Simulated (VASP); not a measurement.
VASP runs on NiAl (CsCl type) share one base input (PBE GGA, plane waves, VASP's PBE PAW potentials (set 64)) and change the settings named in each case.

**POSCAR**
```
NiAl
1
    2.9478000000     0.0000000000     0.0000000000
    0.0000000000     2.9478000000     0.0000000000
    0.0000000000     0.0000000000     2.9478000000
Al Ni
1 1
Direct
  0.5000000000   0.5000000000   0.5000000000
  0.0000000000   0.0000000000   0.0000000000
```

**INCAR**
```
ALGO=Normal
EDIFF=1E-6
ENCUT=400
GGA=PE
ISIF=2
ISMEAR=1
LASPH=.TRUE.
LCHARG=.FALSE.
LMAXMIX=4
LREAL=.FALSE.
LWAVE=.FALSE.
NELM=100
PREC=Accurate
SIGMA=0.1
SYSTEM=NiAl
```

**KPOINTS**
```
kpoints
0
G
11 11 11
0 0 0
```

POTCAR, in this order: Al Ni (PBE.64 set). Program: vasp_std.

```
change                                                                          E(σ→0) (eV/atom)  pressure (GPa)
------------------------------------------------------------------------------  ----------------  --------------
base run                                                                                 -5.2506           -7.95
AGGAC = 0.0, GGA = BO, LUSE_VDW = .TRUE., PARAM1 = 0.1833333333, PARAM2 = 0.22           -3.0997           -8.70
GGA = RP                                                                                 -4.8673           -4.59
GGA = AM                                                                                 -5.5906          -12.62
IVDW = 12                                                                                -5.6632          -13.22
GGA removed, LMIXTAU = .TRUE., METAGGA = TPSS                                           -11.2329          -11.60
GGA = 91                                                                                 -5.2258           -7.94
```
 Energies of different potentials or functionals have different zeros.

Left out are runs that ran out of time, are held back, or changed the cell or the kind of run, fixed moments of cells without a moment, rows past the twelfth, gaps on odd meshes, pressures of charged cells and columns that move by less than the noise.

The compound is NiAl in the CsCl type structure. The cell was not relaxed at this level. The run is not spin-polarised, so no magnetic state was tried. The electron count is odd and the run is not spin-polarised, which forces a metal.
